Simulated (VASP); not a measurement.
Output of a VASP run:

OUTCAR:
```
 ion  position               nearest neighbor table
   1  0.000  0.500  0.500-   2 2.73   3 2.73   4 2.73   2 2.73   4 2.73   3 2.73   4 2.73   4 2.73
                             2 2.73   3 2.73   2 2.73   3 2.73
   2  0.500  0.500  0.000-   1 2.73   3 2.73   4 2.73   1 2.73   3 2.73   3 2.73   4 2.73   3 2.73
                             1 2.73   4 2.73   1 2.73   4 2.73
   3  0.500  0.000  0.500-   1 2.73   2 2.73   4 2.73   2 2.73   4 2.73   1 2.73   2 2.73   2 2.73
                             1 2.73   4 2.73   4 2.73   1 2.73
   4  0.000  0.000  0.000-   1 2.73   2 2.73   3 2.73   1 2.73   3 2.73   1 2.73   2 2.73   1 2.73
                             2 2.73   3 2.73   3 2.73   2 2.73
  LATTYP: Found a simple cubic cell.
 ALAT       =     3.8630450000
 Subroutine PRICEL returns:
 Original cell was already a primitive cell.
 Subroutine GETGRP returns: Found 48 space group operations
The static configuration has the point symmetry O_h .
The dynamic configuration has the point symmetry O_h .
 Subroutine INISYM returns: Found 48 space group operations
 Subroutine IBZKPT returns following result:
 Found     20 irreducible k-points:

 Following reciprocal coordinates:
            Coordinates               Weight
  0.000000  0.000000  0.000000      1.000000
  0.142857  0.000000  0.000000      6.000000
  0.285714  0.000000  0.000000      6.000000
  0.428571  0.000000  0.000000      6.000000
  0.142857  0.142857  0.000000     12.000000
  0.285714  0.142857  0.000000     24.000000
  0.428571  0.142857  0.000000     24.000000
  0.285714  0.285714  0.000000     12.000000
  0.428571  0.285714  0.000000     24.000000
  0.428571  0.428571  0.000000     12.000000
  0.142857  0.142857  0.142857      8.000000
  0.285714  0.142857  0.142857     24.000000
  0.428571  0.142857  0.142857     24.000000
  0.285714  0.285714  0.142857     24.000000
  0.428571  0.285714  0.142857     48.000000
  0.428571  0.428571  0.142857     24.000000
  0.285714  0.285714  0.285714      8.000000
  0.428571  0.285714  0.285714     24.000000
  0.428571  0.428571  0.285714     24.000000
  0.428571  0.428571  0.428571      8.000000
   k-points           NKPTS =     20   k-points in BZ     NKDIM =     20   number of bands    NBANDS=     23
   number of dos      NEDOS =    301   number of ions     NIONS =      4
   total plane-waves  NPLWV =  13824
   dimension x,y,z NGX =    24 NGY =   24 NGZ =   24
   dimension x,y,z NGXF=    48 NGYF=   48 NGZF=   48
   ions per type =               3   1
   PREC   = accura    normal or accurate (medium, high low for compatibility)
   ISTART =      0    job   : 0-new  1-cont  2-samecut
   ICHARG =      2    charge: 1-file 2-atom 10-const
   ISPIN  =      1    spin polarized calculation?
   LNONCOLLINEAR =      F non collinear calculations
   LSORBIT =      F    spin-orbit coupling
   INIWAV =      1    electr: 0-lowe 1-rand  2-diag
   ENCUT  =  300.0 eV  22.05 Ry    4.70 a.u.   5.46  5.46  5.46*2*pi/ulx,y,z
   NELM   =    100;   NELMIN=  2; NELMDL= -5     # of ELM steps
   EDIFF  = 0.1E-05   stopping-criterion for ELM
   LREAL  =      F    real-space projection
   NLSPLINE    = F    spline interpolate recip. space projectors
   LMAXMIX     =    6 max onsite mixed and CHGCAR
   VOSKOWN=      0    Vosko Wilk Nusair interpolation
   EDIFFG = 0.1E-04   stopping-criterion for IOM
   NSW    =      0    number of steps for IOM
   NBLOCK =      1;   KBLOCK =      1    inner block; outer block
   IBRION =     -1    ionic relax: 0-MD 1-quasi-New 2-CG
   NFREE  =      0    steps in history (QN), initial steepest desc. (CG)
   ISIF   =      2    stress and relaxation
   ISYM   =      2    0-nonsym 1-usesym 2-fastsym
   TEIN   =    0.0    initial temperature
   TEBEG  =    0.0;   TEEND  =   0.0 temperature during run
   SMASS  =  -3.00    Nose mass-parameter (am)
   PSTRESS=    0.0 pullay stress
   NELECT =      38.0000    total number of electrons
   EFERMI =   0.00;   METHOD = LEGACY
   ISMEAR =     0;   SIGMA  =   0.14  broadening in eV -4-tet -1-fermi 0-gaus
   IALGO  =     38    algorithm
   LDIAG  =      T    sub-space diagonalisation (order eigenvalues)
   IMIX   =      4    mixing-type and parameters
     AMIX     =   0.40;   BMIX     =  1.00
...
```

OSZICAR:
```
       N       E                     dE             d eps       ncg     rms          rms(c)
DAV:   1     0.176386420488E+03    0.17639E+03   -0.14575E+04  1024   0.107E+03
DAV:   2    -0.342371352241E+02   -0.21062E+03   -0.20580E+03  1060   0.394E+02
DAV:   3    -0.470522234251E+02   -0.12815E+02   -0.12299E+02  1306   0.696E+01
DAV:   4    -0.473495345450E+02   -0.29731E+00   -0.29665E+00  1046   0.112E+01
DAV:   5    -0.473635793791E+02   -0.14045E-01   -0.14040E-01  1337   0.181E+00    0.332E+01
DAV:   6    -0.451659681282E+02    0.21976E+01   -0.33265E+00  1015   0.133E+01    0.144E+01
DAV:   7    -0.446269391907E+02    0.53903E+00   -0.20718E+00  1248   0.900E+00    0.154E+00
DAV:   8    -0.445986447674E+02    0.28294E-01   -0.48833E-01  1359   0.323E+00    0.172E+00
DAV:   9    -0.445787603608E+02    0.19884E-01   -0.11568E-01  1375   0.204E+00    0.352E-01
DAV:  10    -0.445777526468E+02    0.10077E-02   -0.35897E-03  1139   0.448E-01    0.927E-02
DAV:  11    -0.445778014274E+02   -0.48781E-04   -0.67480E-04  1326   0.137E-01    0.503E-02
DAV:  12    -0.445777744764E+02    0.26951E-04   -0.20611E-04  1260   0.769E-02    0.136E-02
DAV:  13    -0.445777719330E+02    0.25434E-05   -0.81244E-06  1103   0.244E-02    0.246E-03
DAV:  14    -0.445777715869E+02    0.34612E-06   -0.40155E-07   656   0.421E-03
   1 F= -.44577772E+02 E0= -.44565455E+02  d E =-.246330E-01
```

**OUTCAR**
```
------------------------ aborting loop because EDIFF is reached ----------------------------------------
  FORCE on cell =-STRESS in cart. coord.  units (eV):
  Direction    XX          YY          ZZ          XY          YZ          ZX
  --------------------------------------------------------------------------------------
  Total        1.7981373      1.7981373      1.7981373      0.0000000     -0.0000000      0.0000000
  in kB       49.9740016     49.9740016     49.9740016      0.0000000     -0.0000000      0.0000000
  external PRESSURE =      49.9740016 kB  Pullay stress =       0.0000000 kB
  volume of cell :       57.65
      direct lattice vectors                 reciprocal lattice vectors
     3.863045000  0.000000000  0.000000000     0.258863151  0.000000000  0.000000000
     0.000000000  3.863045000  0.000000000     0.000000000  0.258863151  0.000000000
     0.000000000  0.000000000  3.863045000     0.000000000  0.000000000  0.258863151
 POSITION                                       TOTAL-FORCE (eV/Angst)
 -----------------------------------------------------------------------------------
      0.00000      1.93152      1.93152         0.000000      0.000000      0.000000
      1.93152      1.93152      0.00000         0.000000      0.000000      0.000000
      1.93152      0.00000      1.93152         0.000000      0.000000      0.000000
      0.00000      0.00000      0.00000         0.000000      0.000000      0.000000
 -----------------------------------------------------------------------------------
    total drift:                                0.000000     -0.000000     -0.000000
  FREE ENERGIE OF THE ION-ELECTRON SYSTEM (eV)
  ---------------------------------------------------
  free  energy   TOTEN  =       -44.5777715869 eV

  energy  without entropy=      -44.5531385660  energy(sigma->0) =      -44.56545508
```
(Selected blocks of OUTCAR.)

File POSCAR:
```
MoOs3
1
    3.8630450000     0.0000000000     0.0000000000
    0.0000000000     3.8630450000     0.0000000000
    0.0000000000     0.0000000000     3.8630450000
Os Mo
3 1
Direct
  0.0000000000   0.5000000000   0.5000000000
  0.5000000000   0.5000000000   0.0000000000
  0.5000000000   0.0000000000   0.5000000000
  0.0000000000   0.0000000000   0.0000000000
```

Reconstruct the remaining input files.

One answer among several that fit: the input of the run itself, PBE GGA, plane waves, VASP's PBE PAW potentials (set 64).

### INCAR
```
SYSTEM=MoOs3
PREC=Accurate; ENCUT=300; LREAL=.FALSE.
LASPH=.TRUE.
EDIFF=1E-6; NELM=100; ALGO=Normal
LMAXMIX=6
ISMEAR=0; SIGMA=0.136
GGA=PE
ISIF=2
LWAVE=.FALSE.; LCHARG=.FALSE.
```

**KPOINTS**
```
Automatic mesh
0
G
  7 7 7
0 0 0
```

POTCAR, in this order: Os Mo_sv (PBE.64 set). Program: vasp_std.

At this cut-off the stress carries a Pulay error, which pulls relaxed volumes low.

The structure was generated: MoOs3 was put into an ordered model structure, which need not be its known phase. The cell was not relaxed at this level.
